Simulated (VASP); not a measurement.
# Co: surface energy and work function by face

Which face of Co is cheapest, and which holds its electrons hardest?

Main program and level: VASP 6.6.1; r2SCAN, spin-polarised from a ferromagnetic start; plane waves and PAW (Co).

## (1) The structure

Symmetry: P6_3/mmc, No. 194, hexagonal system. The conventional cell has a = 2.510 Å, b = 2.510 Å, c = 4.071 Å, α = 90.00°, β = 90.00°, γ = 120.00°. Co has 12 Co at 2.50 to 2.51 Å nearest.

## (2) The bulk reference, job relaxation, k-mesh 18×18×10

The bulk crystal is relaxed first, so that the slabs are cut at this functional's lattice.

INCAR

```
SYSTEM = Co
PREC = Accurate
ENCUT = 420
EDIFF = 1E-06
NELM = 120
ISMEAR = 1
SIGMA = 0.15
LREAL = .FALSE.
ALGO = Normal
METAGGA = R2SCAN
LASPH = .TRUE.
NBANDS = 19
ISPIN = 2
MAGMOM = 2 2
LMAXMIX = 4
LORBIT = 11
LWAVE = .FALSE.
LCHARG = .FALSE.
KPAR = 4
IBRION = 2
NSW = 30
ISIF = 3
EDIFFG = -0.01
POTIM = 0.4
```

POSCAR

```
Co
1.0
    2.5100000000      0.0000000000      0.0000000000
   -1.2550000000      2.1737237635      0.0000000000
    0.0000000000      0.0000000000      4.0712200000
Co
2
Direct
    0.0000000000      0.0000000000      0.0000000000
    0.3333333333      0.6666666667      0.5000000000
```

KPOINTS

```
Automatic mesh
0
Gamma
18 18 10
0 0 0
```

PAW data sets: Co (PBE family, release 64).

Started as:

```sh
$ mpirun -np 4 vasp_std
```

What it wrote:

```text
[banner, memory and clock lines left out]
running    4 mpi-ranks, on    1 nodes
 distrk:  each k-point on    1 cores,    4 groups
 distr:  one band on    1 cores,    1 groups

 POSCAR found type information on POSCAR Co
 POSCAR found :  1 types and       2 ions
|                                                                             |
|               ----> ADVICE to this user running VASP <----                  |
|                                                                             |
|     You enforced a specific xc type in the INCAR file but a different       |
|     [... a line on the potential file left out ...]
|     I HOPE YOU KNOW WHAT YOU ARE DOING!                                     |
|                                                                             |

 LDA part: xc-table for (None), standard interpolation
 POSCAR, INCAR and KPOINTS ok, starting setup
 FFT: planning ... GRIDC
 FFT: planning ... GRID_SOFT
 FFT: planning ... GRID
 WAVECAR not read
 entering main loop
       N       E                     dE             d eps       ncg     rms          rms(c)
DAV:   1     0.648568004164E+02    0.64857E+02   -0.70354E+03 17648   0.110E+03
DAV:   2    -0.274879290019E+02   -0.92345E+02   -0.83690E+02 17154   0.211E+02
DAV:   3    -0.314355916001E+02   -0.39477E+01   -0.38214E+01 18748   0.555E+01
DAV:   4    -0.315114273489E+02   -0.75836E-01   -0.75769E-01 22814   0.633E+00
DAV:   5    -0.315128748771E+02   -0.14475E-02   -0.14474E-02 19638   0.738E-01    0.171E+01
DAV:   6    -0.271621341732E+02    0.43507E+01   -0.15321E+01 19065   0.814E+01    0.108E+01
DAV:   7    -0.263841771003E+02    0.77796E+00   -0.19344E+00 21645   0.276E+01    0.503E+00
DAV:   8    -0.264041539081E+02   -0.19977E-01   -0.90678E-02 21282   0.233E+00    0.198E+00
DAV:   9    -0.263876375710E+02    0.16516E-01   -0.18322E-02 23002   0.152E+00    0.687E-01
DAV:  10    -0.263852693860E+02    0.23682E-02   -0.38748E-03 24733   0.997E-01    0.139E-01
DAV:  11    -0.263853523154E+02   -0.82929E-04   -0.69066E-04 21803   0.340E-01    0.917E-02
DAV:  12    -0.263853870526E+02   -0.34737E-04   -0.43132E-05 20538   0.703E-02    0.597E-02
DAV:  13    -0.263854135622E+02   -0.26510E-04   -0.35160E-05 21822   0.618E-02    0.105E-02
DAV:  14    -0.263854144665E+02   -0.90431E-06   -0.40190E-06 17833   0.187E-02
   1 F= -.26385414E+02 E0= -.26385371E+02  d E =-.263854E+02  mag=     3.5583
 curvature:   0.00 expect dE= 0.000E+00 dE for cont linesearch  0.000E+00
 trial: gam= 0.00000 g(F)=  0.433E-44 g(S)=  0.100E+00 ort = 0.000E+00 (trialstep = 0.100E+01)
 search vector abs. value=  0.100E+00
 bond charge predicted
       N       E                     dE             d eps       ncg     rms          rms(c)
DAV:   1    -0.276309750518E+02   -0.12456E+01   -0.97820E+00 18594   0.548E+01    0.926E+00
DAV:   2    -0.265257657448E+02    0.11052E+01   -0.24818E+00 18888   0.368E+01    0.654E+00
DAV:   3    -0.264280984452E+02    0.97667E-01   -0.21425E-01 20620   0.921E+00    0.270E+00
DAV:   4    -0.264119336291E+02    0.16165E-01   -0.11425E-02 20927   0.133E+00    0.867E-01
DAV:   5    -0.263997852081E+02    0.12148E-01   -0.33278E-03 25067   0.678E-01    0.299E-01
DAV:   6    -0.263997749519E+02    0.10256E-04   -0.17820E-03 22470   0.514E-01    0.143E-01
DAV:   7    -0.263997851239E+02   -0.10172E-04   -0.93098E-05 19723   0.111E-01    0.543E-02
DAV:   8    -0.263997758260E+02    0.92979E-05   -0.66864E-06 20368   0.309E-02    0.137E-02
DAV:   9    -0.263997792094E+02   -0.33834E-05   -0.22208E-06 16780   0.289E-02    0.432E-03
DAV:  10    -0.263997792670E+02   -0.57522E-07   -0.76019E-07 12426   0.745E-03
   2 F= -.26399779E+02 E0= -.26400008E+02  d E =-.143648E-01  mag=     3.4501
[...]
3 F= -.26415690E+02 E0= -.26415602E+02  d E =-.302760E-01  mag=     3.4939
[...]
4 F= -.26415683E+02 E0= -.26415600E+02  d E =-.302683E-01  mag=     3.4926
[...]
5 F= -.26415704E+02 E0= -.26415621E+02  d E =-.208207E-04  mag=     3.4933
 trial-energy change:   -0.000021  1 .order   -0.000021   -0.000053    0.000012
 step:   0.7521(harm=  0.7521)  dis= 0.00000  next Energy=   -26.415705 (dE=-0.218E-04)
 bond charge predicted
       N       E                     dE             d eps       ncg     rms          rms(c)
DAV:   1    -0.264157157700E+02   -0.13110E-04   -0.13120E-04 19094   0.162E-01    0.266E-02
DAV:   2    -0.264157086756E+02    0.70945E-05   -0.25774E-05 19926   0.108E-01    0.191E-02
DAV:   3    -0.264157056520E+02    0.30235E-05   -0.24595E-06 16155   0.316E-02    0.852E-03
DAV:   4    -0.264157053984E+02    0.25363E-06   -0.16477E-07  8598   0.512E-03
   6 F= -.26415705E+02 E0= -.26415622E+02  d E =-.226002E-04  mag=     3.4932
 curvature:  -0.38 expect dE=-0.274E-05 dE for cont linesearch -0.134E-06
 trial: gam= 0.20459 g(F)=  0.139E-45 g(S)=  0.730E-05 ort =-0.454E-05 (trialstep = 0.886E+00)
 search vector abs. value=  0.786E-05
 reached required accuracy - stopping structural energy minimisation
```

The job ended after 4.4 min (4 MPI ranks of Intel Xeon 6975P-C (Granite Rapids), shared host; peak memory 0.81 GiB).

The logs omit lines about the potential files and the build; timing stands in the text.

OUTCAR, selected parts (step 2):

```text
ion  position               nearest neighbor table
   1  0.000  0.000  0.000-   2 2.50   2 2.50   2 2.50   2 2.50   2 2.50   2 2.50
   2  0.333  0.667  0.500-   1 2.50   1 2.50   1 2.50   1 2.50   1 2.50   1 2.50

  LATTYP: Found a hexagonal cell.
 ALAT       =     2.5100000000
 C/A-ratio  =     1.6220000000

 Subroutine GETGRP returns: Found 24 space group operations
 (whereof 12 operations were pure point group operations)

The static configuration has the point symmetry D_3h.
 The point group associated with its full space group is D_6h.

 Found    222 irreducible k-points:

   k-points           NKPTS =    222   k-points in BZ     NKDIM =    222   number of bands    NBANDS=     19

   dimension x,y,z NGX =    18 NGY =   18 NGZ =   28
   dimension x,y,z NGXF=    36 NGYF=   36 NGZF=   56

   ENCUT  =  420.0 eV  30.87 Ry    5.56 a.u.   4.19  4.19  6.80*2*pi/ulx,y,z

   NELECT =      18.0000    total number of electrons

 k-points in reciprocal lattice and weights: Automatic mesh
   0.00000000  0.00000000  0.00000000       0.000
   0.05555556 -0.00000000  0.00000000       0.002
   0.11111111 -0.00000000  0.00000000       0.002
   0.16666667 -0.00000000  0.00000000       0.002
   0.22222222 -0.00000000  0.00000000       0.002
   0.27777778 -0.00000000  0.00000000       0.002
   0.33333333 -0.00000000  0.00000000       0.002
   0.38888889 -0.00000000  0.00000000       0.002
   0.44444444 -0.00000000  0.00000000       0.002
[...]
0.33333333  0.27777778  0.50000000       0.004
   0.33333333  0.33333333  0.50000000       0.001

 average (electrostatic) potential at core
       1 -82.9226       2 -82.9226

 E-fermi :  10.6292

 spin component 1
 k-point     1 :       0.0000    0.0000    0.0000
  band No.  band energies     occupation
    ...
      8       7.9072      1.00000
      9       7.9072      1.00000
     10       9.0202      1.00000
     11       9.0202      1.00000
     12      10.3483      1.01181
     13      16.9491      0.00000
     14      33.5539      0.00000
     15      36.3578      0.00000
     16      36.3579      0.00000
     17      36.7876      0.00000
    ...

 k-point     2 :       0.0556   -0.0000    0.0000
  band No.  band energies     occupation
    ...
      7       7.6083      1.00000
      8       7.8533      1.00000
      9       7.8745      1.00000
     10       8.6320      1.00000
     11       9.0340      1.00000
     12      10.8682     -0.02336
     13      16.9714      0.00000
     14      32.6799      0.00000
     15      34.6068      0.00000
     16      34.9688      0.00000
    ...

 k-point     3 :       0.1111   -0.0000    0.0000
  band No.  band energies     occupation
    ...
      7       7.6056      1.00000
      8       7.7436      1.00000
      9       7.7855      1.00000
     10       8.1415      1.00000
     11       9.0692      1.00000
     12      11.8421     -0.00000
     13      17.0429      0.00000
     14      30.2766      0.00000
     15      33.2243      0.00000
     16      33.6646      0.00000
    ...

 k-point     4 :       0.1667   -0.0000    0.0000
  band No.  band energies     occupation
    ...
      7       7.6980      1.00000
      8       7.7361      1.00000
      9       7.9113      1.00000
     10       7.9554      1.00000
     11       9.1127      1.00000
     12      12.9731     -0.00000
     13      17.1761      0.00000
     14      27.5707      0.00000
     15      31.5878      0.00000
     16      32.9663      0.00000
    ...

 k-point     5 :       0.2222   -0.0000    0.0000
  band No.  band energies     occupation
    ...
      7       7.7619      1.00000
      8       8.0047      1.00000
      9       8.0145      1.00000
     10       8.2238      1.00000
     11       9.1540      1.00000
     12      14.2113      0.00000
     13      17.3820      0.00000
     14      24.9302      0.00000
     15      30.1027      0.00000
     16      32.1561      0.00000
    ...

 k-point     6 :       0.2778   -0.0000    0.0000
  band No.  band energies     occupation
    ...
      7       7.6282      1.00000
      8       8.3451      1.00000
      9       8.4024      1.00000
     10       8.5224      1.00000
     11       9.1876      1.00000
     12      15.5385      0.00000
     13      17.6285      0.00000
     14      22.5016      0.00000
     15      28.8007      0.00000
     16      30.2409      0.00000
    ...

  Total       -0.0059818     -0.0059818     -0.0175103      0.0000000      0.0000000     -0.0000000
  in kB       -0.4513674     -0.4513674     -1.3212615      0.0000000      0.0000000     -0.0000000
  external PRESSURE =      -0.7413321 kB  Pullay stress =       0.0000000 kB

  energy-cutoff  :      420.00
  volume of cell :       21.23
      direct lattice vectors                 reciprocal lattice vectors
     2.472025763 -0.000000000 -0.000000000     0.404526528  0.233553500 -0.000000000
    -1.236012881  2.140837109  0.000000000    -0.000000000  0.467107000 -0.000000000
     0.000000000  0.000000000  4.012157139     0.000000000 -0.000000000  0.249242481

 POSITION                                       TOTAL-FORCE (eV/Angst)
 -----------------------------------------------------------------------------------
      2.47203      0.00000     -0.00000         0.000000     -0.000000      0.000000
     -0.00000      1.42722      2.00608        -0.000000      0.000000     -0.000000
 -----------------------------------------------------------------------------------
    total drift:                               -0.000000      0.000000      0.000000

  FREE ENERGIE OF THE ION-ELECTRON SYSTEM (eV)
  ---------------------------------------------------
  free  energy   TOTEN  =       -26.4157053984 eV

  energy  without entropy=      -26.4154551023  energy(sigma->0) =      -26.41562197

 reached required accuracy - stopping structural energy minimisation

 total charge
# of ion       s       p       d       tot
------------------------------------------
    1        0.520   0.580   7.238   8.338
    2        0.520   0.580   7.238   8.338
--------------------------------------------------
tot          1.040   1.159  14.477  16.676

 magnetization (x)
# of ion       s       p       d       tot
------------------------------------------
    1       -0.012  -0.085   1.903   1.806
    2       -0.012  -0.085   1.903   1.806
--------------------------------------------------
tot         -0.025  -0.169   3.807   3.613

[... 6 further parts left out ...]
```

The magnetic state follows from one typed start and may not be the lowest. SCAN-type functionals tend to overstate the moments of itinerant magnets. The PAW data sets were made with PBE, which is usual practice but a small mismatch for other functionals. The run keeps the 24 symmetry operations of its start, so it cannot find a distortion of lower symmetry.

Step by step:

```csv
step,energy less that of the first step (eV),largest force (eV/Å),pressure (GPa),volume (Å³)
1,0.0000,0.0000,-9.48,22.21
2,-0.0144,0.0000,7.91,20.57
3,-0.0303,0.0000,-0.09,21.23
4,-0.0303,0.0000,0.16,21.21
5,-0.0303,0.0000,-0.13,21.24
6,-0.0303,0.0000,-0.07,21.23
```

```csv
"conventional cell, symmetrised",before,after,change
a (Å),2.510,2.472,-1.5 %
b (Å),2.510,2.472,-1.5 %
c (Å),4.071,4.012,-1.5 %
volume (Å³/atom),11.11,10.62,-4.4 %
```

The relaxed structure:

```xyz
2
Lattice="2.4720 0.0000 0.0000 -1.2360 2.1408 0.0000 0.0000 0.0000 4.0122" Properties=species:S:1:pos:R:3 pbc="T T T"
Co    0.0000    0.0000    0.0000
Co    0.0000    1.4272    2.0061
```

This step gave:

```
electronic cycles                                 : 49
electrons                                         : 18
free energy (TOTEN)                               : -26.42 eV
energy at zero smearing                           : -26.42 eV
Fermi energy                                      : 10.63 eV
moment of the cell, from the last line of the log : 3.493 μB
metallic                                          : yes
```

Spin moment in the PAW sphere by atom:

```csv
atom,spin moment in the PAW sphere (μB)
Co1,1.81
Co2,1.81
```

The run ended after 6 ionic steps, 0.030 eV below its first step, once forces and stress met EDIFFG = -0.01.

Energy at zero smearing: -26.41562 eV.

## (3) The bulk reference, job self-consistent run, k-mesh 21×21×12

INCAR: that of step 2 with these lines changed.

```diff
@@ -1,4 +1,4 @@
 SYSTEM = Co
-PREC = Accurate
-ENCUT = 420
+PREC = Normal
+ENCUT = 320
 EDIFF = 1E-06
@@ -19,6 +19 @@
 KPAR = 4
-IBRION = 2
-NSW = 30
-ISIF = 3
-EDIFFG = -0.01
-POTIM = 0.4
```

POSCAR

```
Co
1.0
    2.4720257627      0.0000000000      0.0000000000
   -1.2360128814      2.1408371093      0.0000000000
    0.0000000000      0.0000000000      4.0121571393
Co
2
Direct
    0.0000000000      0.0000000000      0.0000000000
    0.3333333333      0.6666666667      0.5000000000
```

KPOINTS

```
Automatic mesh
0
Gamma
21 21 12
0 0 0
```

Started as:

```sh
$ mpirun -np 4 vasp_std
```

What it wrote:

```text
[banner, memory and clock lines left out]
running    4 mpi-ranks, on    1 nodes
 distrk:  each k-point on    1 cores,    4 groups
 distr:  one band on    1 cores,    1 groups

 POSCAR found type information on POSCAR Co
 POSCAR found :  1 types and       2 ions
 [... a notice as in an earlier step ...]

 LDA part: xc-table for (None), standard interpolation
 POSCAR, INCAR and KPOINTS ok, starting setup
 FFT: planning ... GRIDC
 FFT: planning ... GRID_SOFT
 FFT: planning ... GRID
 WAVECAR not read
 entering main loop
       N       E                     dE             d eps       ncg     rms          rms(c)
DAV:   1     0.516900428062E+02    0.51690E+02   -0.58439E+03 27411   0.891E+02
DAV:   2    -0.283543304962E+02   -0.80044E+02   -0.72396E+02 26208   0.190E+02
DAV:   3    -0.313539765947E+02   -0.29996E+01   -0.29331E+01 28266   0.461E+01
DAV:   4    -0.314084322887E+02   -0.54456E-01   -0.54422E-01 34694   0.516E+00
DAV:   5    -0.314093331133E+02   -0.90082E-03   -0.90076E-03 29579   0.542E-01    0.176E+01
DAV:   6    -0.270785135610E+02    0.43308E+01   -0.13723E+01 29679   0.759E+01    0.965E+00
DAV:   7    -0.264426431374E+02    0.63587E+00   -0.16367E+00 32834   0.250E+01    0.509E+00
DAV:   8    -0.264493603726E+02   -0.67172E-02   -0.84541E-02 31511   0.206E+00    0.211E+00
DAV:   9    -0.264305429199E+02    0.18817E-01   -0.15631E-02 34629   0.137E+00    0.655E-01
DAV:  10    -0.264284233694E+02    0.21196E-02   -0.45133E-03 34867   0.109E+00    0.130E-01
DAV:  11    -0.264285017751E+02   -0.78406E-04   -0.41718E-04 30998   0.243E-01    0.886E-02
DAV:  12    -0.264285495243E+02   -0.47749E-04   -0.23257E-05 32431   0.578E-02    0.545E-02
DAV:  13    -0.264285809710E+02   -0.31447E-04   -0.28815E-05 35213   0.613E-02    0.981E-03
DAV:  14    -0.264285825156E+02   -0.15446E-05   -0.29372E-06 27066   0.184E-02    0.368E-03
DAV:  15    -0.264285821122E+02    0.40339E-06   -0.15325E-07 14175   0.325E-03
   1 F= -.26428582E+02 E0= -.26428643E+02  d E =0.182029E-03  mag=     3.4624
```

Wall time 33 s (4 MPI ranks); peak memory 0.74 GiB; 1.9 min of CPU time.

From OUTCAR (step 3):

```text
  LATTYP: Found a hexagonal cell.
 ALAT       =     2.4720257627
 C/A-ratio  =     1.6230239991

 Found    336 irreducible k-points:

   k-points           NKPTS =    336   k-points in BZ     NKDIM =    336   number of bands    NBANDS=     19

   dimension x,y,z NGX =    12 NGY =   12 NGZ =   18
   dimension x,y,z NGXF=    24 NGYF=   24 NGZF=   36

   ENCUT  =  320.0 eV  23.52 Ry    4.85 a.u.   3.61  3.61  5.85*2*pi/ulx,y,z

   NELECT =      18.0000    total number of electrons

 E-fermi :  10.6504

 spin component 1
 k-point     1 :       0.0000    0.0000    0.0000
  band No.  band energies     occupation
    ...
      8       7.9271      1.00000
      9       7.9273      1.00000
     10       9.0411      1.00000
     11       9.0413      1.00000
     12      10.3593      1.00965
     13      16.9636      0.00000
     14      33.5809      0.00000
     15      36.3777      0.00000
     16      36.3785      0.00000
     17      36.8370      0.00000
    ...

 k-point     2 :       0.0476    0.0000    0.0000
  band No.  band energies     occupation
    ...
      7       7.6164      1.00000
      8       7.8887      1.00000
      9       7.9031      1.00000
     10       8.7324      1.00000
     11       9.0515      1.00000
     12      10.7638      0.02209
     13      16.9799      0.00000
     14      32.9526      0.00000
     15      34.8493      0.00000
     16      35.2448      0.00000
    ...

 k-point     3 :       0.0952    0.0000    0.0000
  band No.  band energies     occupation
    ...
      7       7.7169      1.00000
      8       7.7279      1.00000
      9       7.8356      1.00000
     10       8.2725      1.00000
     11       9.0788      1.00000
     12      11.5571     -0.00000
     13      17.0316      0.00000
     14      31.0599      0.00000
     15      33.7365      0.00000
     16      33.9118      0.00000
    ...

 k-point     4 :       0.1429    0.0000    0.0000
  band No.  band energies     occupation
    ...
      7       7.6614      1.00000
      8       7.7367      1.00000
      9       7.8771      1.00000
     10       8.0091      1.00000
     11       9.1148      1.00000
     12      12.4877     -0.00000
     13      17.1240      0.00000
     14      28.7570      0.00000
     15      32.2901      0.00000
     16      33.2989      0.00000
    ...

  Total       -0.1194138     -0.1194138     -0.0553147      0.0000000     -0.0000000      0.0000000
  in kB       -9.0105327     -9.0105327     -4.1738470      0.0000000     -0.0000000      0.0000000
  external PRESSURE =      -7.3983041 kB  Pullay stress =       0.0000000 kB

  energy-cutoff  :      320.00
  volume of cell :       21.23
      direct lattice vectors                 reciprocal lattice vectors
     2.472025763  0.000000000  0.000000000     0.404526528  0.233553500  0.000000000
    -1.236012881  2.140837109  0.000000000     0.000000000  0.467107000  0.000000000
     0.000000000  0.000000000  4.012157139     0.000000000  0.000000000  0.249242481

 POSITION                                       TOTAL-FORCE (eV/Angst)
 -----------------------------------------------------------------------------------
      0.00000      0.00000      0.00000        -0.000000      0.000000      0.000000
     -0.00000      1.42722      2.00608         0.000000      0.000000      0.000000
 -----------------------------------------------------------------------------------
    total drift:                               -0.000000      0.000000     -0.000000

  FREE ENERGIE OF THE ION-ELECTRON SYSTEM (eV)
  ---------------------------------------------------
  free  energy   TOTEN  =       -26.4285821122 eV

  energy  without entropy=      -26.4287641415  energy(sigma->0) =      -26.42864279

 total charge
# of ion       s       p       d       tot
------------------------------------------
    1        0.520   0.579   7.229   8.327
    2        0.520   0.579   7.229   8.327
--------------------------------------------------
tot          1.040   1.158  14.458  16.655

 magnetization (x)
# of ion       s       p       d       tot
------------------------------------------
    1       -0.013  -0.087   1.893   1.793
    2       -0.013  -0.087   1.893   1.793
--------------------------------------------------
tot         -0.026  -0.173   3.786   3.587

[... 2 parts as in an earlier step ...]

[... 11 further parts left out ...]
```

This step gave:

```
electronic cycles                                 : 15
free energy (TOTEN)                               : -26.43 eV
energy at zero smearing                           : -26.43 eV
Fermi energy                                      : 10.65 eV
moment of the cell, from the last line of the log : 3.462 μB
```

Energy at zero smearing: -26.42864 eV.

The run ends at a pressure of -0.74 GPa.

[end of part 1 of 5]

[Lines on the potential files, build, host, timing and source positions are cut from VASP's logs without a mark.]

[Logs are printed without paths, hosts, clocks, repeated set-up lines and the standing remarks that a program may print on its own settings, such as how far it seeks lower states.]

[Hosts, paths, dates, database ids (printed as entryN), source tags and the programs' standing remarks are cut or masked in the printed files.]

[Runs that stopped without an error message from VASP are left out.]
